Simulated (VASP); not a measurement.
# Ta2Rh3: core-level shifts, part 2 of 3

Which atoms of Ta2Rh3 bind their core electrons more tightly, and does the hole change the order?

VASP 6.6.1, plane waves and PAW; the level of theory is named at each step.

So far. Step 2 (Relaxation): The forces on the free atoms are under 0.05 eV/Å.

## (3) Initial state

Level of this step: PBE; plane waves and PAW (Rh_pv, Ta_pv) (VASP).

The cell without a hole gives, with ICORELEVEL = 1, the Kohn-Sham core levels of the initial state.

The input, INCAR:

```
SYSTEM = Ta2Rh3
PREC = Normal
ENCUT = 330
EDIFF = 1E-05
NELM = 120
ISMEAR = 0
SIGMA = 0.1
LREAL = Auto
ALGO = Fast
GGA = PE
NBANDS = 166
LORBIT = 11
LWAVE = .FALSE.
LCHARG = .FALSE.
KPAR = 2
NCORE = 4
ICORELEVEL = 1
ISIF = 0
LVHAR = .TRUE.
```

The input, POSCAR:

```
Ta2Rh3
1.0
    5.4164379439      0.0000000000      0.0000000000
    2.7082189719      4.6907728574      0.0000000000
    0.0000000000      0.0000000000     22.8450061240
Rh Ta
12 8
Direct
    0.0000000000      0.0000000000      0.7010998374
    0.5000000000      0.0000000000      0.7010998374
    0.0000000000      0.5000000000      0.7010998374
    0.5000000000      0.5000000000      0.7010998374
    0.1666666670      0.1666666670      0.5000000000
    0.6666666670      0.1666666670      0.5000000000
    0.1666666670      0.6666666670      0.5000000000
    0.6666666670      0.6666666670      0.5000000000
    0.8333333330      0.3333333330      0.2989001626
    0.3333333330      0.3333333330      0.2989001626
    0.8333333330      0.8333333330      0.2989001626
    0.3333333330      0.8333333330      0.2989001626
    0.8333333330      0.3333333330      0.6040788024
    0.3333333330      0.3333333330      0.6040788024
    0.8333333330      0.8333333330      0.6040788024
    0.3333333330      0.8333333330      0.6040788024
    0.0000000000      0.0000000000      0.3959211976
    0.5000000000      0.0000000000      0.3959211976
    0.0000000000      0.5000000000      0.3959211976
    0.5000000000      0.5000000000      0.3959211976
```

The input, KPOINTS:

```
Automatic mesh
0
Gamma
4 4 1
0 0 0
```

PAW data sets: Rh_pv and Ta_pv (PBE family, release 64).

Launch:

```console
$ mpirun -np 8 vasp_std
```

Log:

```text
[... set-up lines as in an earlier step ...]
 entering main loop
       N       E                     dE             d eps       ncg     rms          rms(c)
DAV:   1     0.247337423773E+04    0.24734E+04   -0.13645E+05  1648   0.118E+03
DAV:   2    -0.816391965714E+02   -0.25550E+04   -0.24617E+04  1448   0.420E+02
DAV:   3    -0.188841531505E+03   -0.10720E+03   -0.10121E+03  1568   0.850E+01
DAV:   4    -0.192713293772E+03   -0.38718E+01   -0.38073E+01  1640   0.142E+01
DAV:   5    -0.192850418283E+03   -0.13712E+00   -0.13686E+00  1712   0.239E+00    0.598E+01
RMM:   6    -0.202043848303E+03   -0.91934E+01   -0.72239E+01  1500   0.201E+01    0.355E+01
RMM:   7    -0.228554279708E+03   -0.26510E+02   -0.87845E+01  1675   0.196E+01    0.520E+01
RMM:   8    -0.216674761583E+03    0.11880E+02   -0.50213E+01  1592   0.149E+01    0.494E+01
RMM:   9    -0.180974618825E+03    0.35700E+02   -0.30288E+01  1514   0.111E+01    0.100E+01
RMM:  10    -0.180219708973E+03    0.75491E+00   -0.23641E+00  1552   0.275E+00    0.785E+00
RMM:  11    -0.179967304000E+03    0.25240E+00   -0.48733E-01  1583   0.147E+00    0.407E+00
RMM:  12    -0.179940609123E+03    0.26695E-01   -0.15713E-01  1790   0.762E-01    0.219E+00
RMM:  13    -0.179915127842E+03    0.25481E-01   -0.59787E-02  1640   0.505E-01    0.476E-01
RMM:  14    -0.179909042216E+03    0.60856E-02   -0.31466E-02  1579   0.352E-01    0.839E-01
RMM:  15    -0.179908187883E+03    0.85433E-03   -0.13411E-02  1692   0.203E-01    0.139E-01
RMM:  16    -0.179907751298E+03    0.43659E-03   -0.38917E-03  1508   0.132E-01    0.135E-01
RMM:  17    -0.179907802442E+03   -0.51144E-04   -0.10029E-03  1691   0.609E-02    0.493E-02
RMM:  18    -0.179907740896E+03    0.61546E-04   -0.81036E-04  1546   0.527E-02    0.940E-02
RMM:  19    -0.179907925234E+03   -0.18434E-03   -0.26935E-04  1373   0.347E-02    0.438E-02
RMM:  20    -0.179908103883E+03   -0.17865E-03   -0.14311E-04  1343   0.236E-02    0.256E-02
RMM:  21    -0.179908428944E+03   -0.32506E-03   -0.81579E-05  1225   0.134E-02    0.244E-02
RMM:  22    -0.179908666335E+03   -0.23739E-03   -0.21758E-05  1001   0.858E-03    0.956E-03
RMM:  23    -0.179908809783E+03   -0.14345E-03   -0.87539E-06   900   0.509E-03    0.108E-02
RMM:  24    -0.179908897805E+03   -0.88022E-04   -0.80643E-06   833   0.413E-03    0.301E-03
RMM:  25    -0.179908905047E+03   -0.72418E-05   -0.15019E-06   515   0.210E-03
   1 F= -.17990891E+03 E0= -.17985762E+03  d E =-.102574E+00
```

Elapsed: 47 s, on 8 MPI ranks of AMD EPYC 7R43, shared host; peak memory 1.3 GiB.

Parts of OUTCAR (step 3):

```text
 Found      4 irreducible k-points:

   NELECT =     268.0000    total number of electrons

 the core state eigenenergies are
   1-  1s -23027.7272  2s  -3332.8823  2p  -2985.9710  3s   -590.1504  3p   -476.1461
       3d   -293.9950  4s    -75.5823
   2-  1s -23027.7272  2s  -3332.8823  2p  -2985.9710  3s   -590.1504  3p   -476.1461
       3d   -293.9950  4s    -75.5823
   3-  1s -23027.7272  2s  -3332.8823  2p  -2985.9710  3s   -590.1504  3p   -476.1461
       3d   -293.9950  4s    -75.5823
   4-  1s -23027.7272  2s  -3332.8823  2p  -2985.9710  3s   -590.1504  3p   -476.1461
       3d   -293.9950  4s    -75.5823
   5-  1s -23028.0528  2s  -3333.2591  2p  -2986.3436  3s   -590.5164  3p   -476.5121
       3d   -294.3650  4s    -75.9200
   6-  1s -23028.0528  2s  -3333.2591  2p  -2986.3436  3s   -590.5164  3p   -476.5121
       3d   -294.3650  4s    -75.9200
   7-  1s -23028.0528  2s  -3333.2591  2p  -2986.3436  3s   -590.5164  3p   -476.5121
       3d   -294.3650  4s    -75.9200
   8-  1s -23028.0528  2s  -3333.2591  2p  -2986.3436  3s   -590.5164  3p   -476.5121
       3d   -294.3650  4s    -75.9200
   9-  1s -23027.7272  2s  -3332.8823  2p  -2985.9710  3s   -590.1504  3p   -476.1461
       3d   -293.9950  4s    -75.5823
  10-  1s -23027.7272  2s  -3332.8823  2p  -2985.9710  3s   -590.1504  3p   -476.1461
       3d   -293.9950  4s    -75.5823
  11-  1s -23027.7272  2s  -3332.8823  2p  -2985.9710  3s   -590.1504  3p   -476.1461
       3d   -293.9950  4s    -75.5823
  12-  1s -23027.7272  2s  -3332.8823  2p  -2985.9710  3s   -590.1504  3p   -476.1461
       3d   -293.9950  4s    -75.5823
  13-  1s -67334.4917  2s -11560.2536  2p -10127.4295  3s  -2641.8336  3p  -2215.8761
       3d  -1719.6019  4s   -531.9696  4p   -392.2950  4d   -213.6952  4f    -16.3705
       5s    -64.7160
  14-  1s -67334.4917  2s -11560.2536  2p -10127.4295  3s  -2641.8336  3p  -2215.8761
       3d  -1719.6019  4s   -531.9696  4p   -392.2950  4d   -213.6952  4f    -16.3705
       5s    -64.7160
  15-  1s -67334.4917  2s -11560.2536  2p -10127.4295  3s  -2641.8336  3p  -2215.8761
       3d  -1719.6019  4s   -531.9696  4p   -392.2950  4d   -213.6952  4f    -16.3705
       5s    -64.7160
  16-  1s -67334.4917  2s -11560.2536  2p -10127.4295  3s  -2641.8336  3p  -2215.8761
       3d  -1719.6019  4s   -531.9696  4p   -392.2950  4d   -213.6952  4f    -16.3705
       5s    -64.7160
  17-  1s -67334.4917  2s -11560.2536  2p -10127.4295  3s  -2641.8336  3p  -2215.8761
       3d  -1719.6019  4s   -531.9696  4p   -392.2950  4d   -213.6952  4f    -16.3705
       5s    -64.7160
[...]
3d  -1719.6019  4s   -531.9696  4p   -392.2950  4d   -213.6952  4f    -16.3705
       5s    -64.7160

 E-fermi :   2.7139

 k-point     1 :       0.0000    0.0000    0.0000
  band No.  band energies     occupation
    ...
    122       2.0980      2.00000
    123       2.0980      2.00000
    124       2.0980      2.00000
    125       2.2063      2.00000
    126       2.2063      2.00000
    127       3.2011      0.00000
    128       3.2011      0.00000
    129       3.2011      0.00000
    130       3.2051      0.00000
    131       3.3900      0.00000
    ...

 k-point     2 :       0.2500   -0.0000    0.0000
  band No.  band energies     occupation
    ...
    131       2.4467      1.99984
    132       2.7337      0.77856
    133       2.7337      0.77855
    134       2.7375      0.73785
    135       2.7576      0.53608
    136       2.8440      0.06577
    137       3.0045      0.00004
    138       3.0453      0.00000
    139       3.0479      0.00000
    140       3.3408      0.00000
    ...

 POSITION                                       TOTAL-FORCE (eV/Angst)
 -----------------------------------------------------------------------------------
      0.00000      0.00000     16.01663         0.000000     -0.000000     -0.008269
      2.70822      0.00000     16.01663         0.000000     -0.000000     -0.008269
      1.35411      2.34539     16.01663        -0.000000     -0.000000     -0.008269
      4.06233      2.34539     16.01663        -0.000000     -0.000000     -0.008269
      1.35411      0.78180     11.42250         0.000000      0.000000      0.000000
      4.06233      0.78180     11.42250         0.000000     -0.000000      0.000000
      2.70822      3.12718     11.42250         0.000000      0.000000      0.000000
      5.41644      3.12718     11.42250        -0.000000     -0.000000      0.000000
      5.41644      1.56359      6.82838         0.000000      0.000000      0.008269
      2.70822      1.56359      6.82838         0.000000     -0.000000      0.008269
      6.77055      3.90898      6.82838        -0.000000      0.000000      0.008269
      4.06233      3.90898      6.82838        -0.000000     -0.000000      0.008269
      5.41644      1.56359     13.80018         0.000000      0.000000      0.002095
      2.70822      1.56359     13.80018         0.000000     -0.000000      0.002095
      6.77055      3.90898     13.80018         0.000000     -0.000000      0.002095
      4.06233      3.90898     13.80018         0.000000     -0.000000      0.002095
      0.00000      0.00000      9.04482        -0.000000     -0.000000     -0.002095
      2.70822      0.00000      9.04482        -0.000000      0.000000     -0.002095
      1.35411      2.34539      9.04482        -0.000000     -0.000000     -0.002095
      4.06233      2.34539      9.04482        -0.000000      0.000000     -0.002095
 -----------------------------------------------------------------------------------
    total drift:                                0.000002      0.000001      0.000001

  FREE ENERGIE OF THE ION-ELECTRON SYSTEM (eV)
  ---------------------------------------------------
  free  energy   TOTEN  =      -179.9089050469 eV

  energy  without entropy=     -179.8063305937  energy(sigma->0) =     -179.85761782

 total charge
# of ion       s       p       d       tot
------------------------------------------
    1        0.428   6.221   7.172  13.822
    2        0.428   6.221   7.172  13.822
    3        0.428   6.221   7.172  13.822
    4        0.428   6.221   7.172  13.822
    5        0.426   6.300   7.126  13.851
    6        0.426   6.300   7.126  13.851
    7        0.426   6.300   7.126  13.851
    8        0.426   6.300   7.126  13.851
    9        0.428   6.221   7.172  13.822
   10        0.428   6.221   7.172  13.822
   11        0.428   6.221   7.172  13.822
   12        0.428   6.221   7.172  13.822
   13        0.411   6.205   2.548   9.165
   14        0.411   6.205   2.548   9.165
   15        0.411   6.205   2.548   9.165
   16        0.411   6.205   2.548   9.165
   17        0.411   6.205   2.548   9.165
   18        0.411   6.205   2.548   9.165
   19        0.411   6.205   2.548   9.165
   20        0.411   6.205   2.548   9.165
--------------------------------------------------
tot          8.421 124.610 106.265 239.297

[... 8 parts as in an earlier step ...]

[... 3 further parts left out ...]
```

These are scalar-relativistic Kohn-Sham levels of the ground state, with no core hole, so they are not binding energies.

The two shallowest core shells; atoms whose shallowest level rounds to another's at 0.01 eV are left out. Core levels, by row:

```csv
atom,shell,level below the Fermi level (eV)
Rh1,3d,296.7
Rh1,4s,78.3
Rh5,3d,297.1
Rh5,4s,78.63
Ta13,5s,67.43
Ta13,4f,19.08
```

[end of part 2 of 3]

[Lines on the potential files, build, host, timing and source positions are cut from VASP's logs without a mark.]

[Logs are printed without paths, hosts, clocks, repeated set-up lines and the standing remarks that a program may print on its own settings, such as how far it seeks lower states.]

[Hosts, paths, dates, database ids (printed as entryN), source tags and the programs' standing remarks are cut or masked in the printed files.]
